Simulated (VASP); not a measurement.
Given:

```xyz
2
Lattice="4.5700 0.0000 0.0000 0.0000 4.5700 0.0000 0.0000 0.0000 4.5700" Properties=species:S:1:pos:R:3 pbc="T T T"
Cs     0.0000     0.0000     0.0000
I      2.2850     2.2850     2.2850
```

All values below come from revTPSS meta-GGA, VASP's PBE PAW potentials (set 64) (plane waves; VASP 6.6.1). Numerical set-up: 520 eV cut-off, 5×5×5 Γ-centred mesh, Gaussian smearing of 0.050 eV, potentials Cs_sv I.

Energy and stress use the plane-wave basis of the starting cell.

### Question
The ions, cell shape and volume are relaxed. Give the cell that the relaxation ends in.

### Answer

```xyz
2
Lattice="4.6199 0.0000 0.0000 0.0000 4.6199 0.0000 0.0000 0.0000 4.6199" Properties=species:S:1:pos:R:3 pbc="T T T"
Cs     0.0000     0.0000     0.0000
I      2.3100     2.3100     2.3100
```
Space group Pm-3m (221), at a tolerance of 0.03 Å.

### Question
How do energy and volume change from the first to the last step?

### Answer
The energy (σ→0) changes by -1.5 meV/atom and the volume by +3.3 %, in 4 ionic steps.

```
step  E(σ→0) (eV)  max force (eV/Å)  pressure (GPa)  volume (Å³)
----  -----------  ----------------  --------------  -----------
1         36.0462             0.000            0.33        95.44
2         36.0441             0.000            0.20        96.80
3         36.0434             0.000           -0.04        98.97
4         36.0433             0.000           -0.03        98.61
```

The compound is CsI in the CsCl type structure. This run relaxes it. Symmetry was kept, so distortions that lower it aren't found.
